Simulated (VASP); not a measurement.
VASP runs on HgO (space group R3m) share one base input (PBE GGA, plane waves, VASP's PBE PAW potentials (set 64)) and change the settings named in each case.

### POSCAR
```
HgO
1
    1.6048380000     0.9265530000     2.7466720000
   -1.6048380000     0.9265530000     2.7466720000
    0.0000000000    -1.8531070000     2.7466720000
Hg O
1 1
Direct
  0.7624000000   0.7624000000   0.7624000000
  0.2376000000   0.2376000000   0.2376000000
```

File KPOINTS:
```
Automatic mesh
0
Gamma
12 12 12
0 0 0
```

**INCAR**
```
! general
SYSTEM  = HgO
PREC    = Accurate
ENCUT   = 400
LREAL   = .FALSE.
LASPH   = .TRUE.

! electronic loop
EDIFF   = 1E-6
NELM    = 100
ALGO    = Normal
LMAXMIX = 6

! smearing
ISMEAR  = -1
SIGMA   = 0.1

! functional
GGA     = PE

! ions
ISIF    = 2

! output
LWAVE   = .FALSE.
LCHARG  = .FALSE.
```

POTCAR, in this order: Hg O (PBE.64 set). Program: vasp_std.

```
change                                                                                                              E(σ→0) (eV/atom)  pressure (GPa)  −TS (eV)
------------------------------------------------------------------------------------------------------------------  ----------------  --------------  --------
base run                                                                                                                     -2.3429           38.41   -0.0134
GGA removed, POTCAR Hg O (LDA.64 set)                                                                                        -3.3747           24.11   -0.0136
GGA_COMPAT = .FALSE., LNONCOLLINEAR = .TRUE., LSORBIT = .TRUE., MAGMOM = 0.0 0.0 0.0 0.0 0.0 0.0, program vasp_ncl           -2.4699           37.80   -0.0142
KPOINTS 3×3×3 Γ-centred mesh                                                                                                 -2.2964           39.56   -0.0278
```
 Energies of different potentials or functionals have different zeros.  Unless said otherwise, spin-orbit coupling is left out, though it shifts the bands of the heavy elements here. At 400 eV the pressure can carry a Pulay error.

Left out are runs that ran out of time, are held back, or changed the cell or the kind of run, fixed moments of cells without a moment, rows past the twelfth, gaps on odd meshes, pressures of charged cells and columns that move by less than the noise.

The structure was generated: HgO was put into an ordered model structure, which need not be its known phase. The cell was not relaxed at this level.
